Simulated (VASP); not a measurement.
Input:

```
CELL_PARAMETERS angstrom
      4.16794     0.00000     0.00000
      0.00000     5.89435     0.00000
      0.00000     0.00000    27.46410
ATOMIC_POSITIONS crystal
  Al 0.50000 0.25000 0.31030
  Al 0.00000 0.25000 0.38618
  Al 0.00000 0.75000 0.38618
  Al 0.50000 0.75000 0.31030
  Al 0.50000 0.25000 0.46206
  Al 0.00000 0.25000 0.53794
  Al 0.00000 0.75000 0.53794
  Al 0.50000 0.75000 0.46206
  Al 0.50000 0.25000 0.61382
  Al 0.00000 0.25000 0.68970
  Al 0.00000 0.75000 0.68970
  Al 0.50000 0.75000 0.61382
  Pt 0.00000 0.00000 0.31030
  Pt 0.50000 0.50000 0.38618
  Pt 0.00000 0.00000 0.46206
  Pt 0.50000 0.50000 0.53794
  Pt 0.00000 0.00000 0.61382
  Pt 0.50000 0.50000 0.68970
```

Method: PBEsol GGA, VASP's PBE PAW potentials (set 64) (plane waves; VASP). Numerical set-up: PREC = Normal, LREAL = Auto, EDIFF = 1E-5, 400 eV cut-off, 7×5×1 Γ-centred mesh, first-order Methfessel-Paxton smearing of 0.10 eV, potentials Al Pt.

Task: The ions are relaxed. Predict the relaxed structure.

Result: 
```
CELL_PARAMETERS angstrom
      4.16794     0.00000     0.00000
      0.00000     5.89435     0.00000
      0.00000     0.00000    27.46410
ATOMIC_POSITIONS crystal
  Al 0.50000 0.23550 0.31330
  Al 0.00000 0.24884 0.38699
  Al 0.00000 0.75116 0.38699
  Al 0.50000 0.76450 0.31330
  Al 0.50000 0.25005 0.46170
  Al 0.00000 0.24995 0.53830
  Al 0.00000 0.75005 0.53830
  Al 0.50000 0.74995 0.46170
  Al 0.50000 0.25116 0.61301
  Al 0.00000 0.26450 0.68670
  Al 0.00000 0.73550 0.68670
  Al 0.50000 0.74884 0.61301
  Pt 0.00000 0.00000 0.31329
  Pt 0.50000 0.50000 0.38456
  Pt 0.00000 0.00000 0.46246
  Pt 0.50000 0.50000 0.53754
  Pt 0.00000 0.00000 0.61544
  Pt 0.50000 0.50000 0.68671
```

Task: How much energy does the relaxation gain?

Result: The energy (σ→0) changes by -9.2 meV/atom, in 14 ionic steps.

```csv
step,E(σ→0) (eV),max force (eV/Å),pressure (GPa),volume (Å³)
1,-101.8011,0.538,-1.21,674.72
2,-101.8858,0.363,-1.02,674.72
3,-101.9213,0.243,-0.71,674.72
4,-101.9217,0.206,-0.75,674.72
5,-101.9446,0.131,-0.66,674.72
6,-101.9576,0.068,-0.56,674.72
7,-101.9578,0.069,-0.53,674.72
8,-101.9602,0.042,-0.50,674.72
9,-101.9615,0.077,-0.44,674.72
10,-101.9636,0.032,-0.38,674.72
11,-101.9643,0.042,-0.29,674.72
12,-101.9655,0.048,-0.22,674.72
13,-101.9658,0.062,-0.17,674.72
14,-101.9661,0.016,-0.15,674.72
```

The cell is a thin slab with vacuum, built from PtAl2 (fluorite): (110) face.
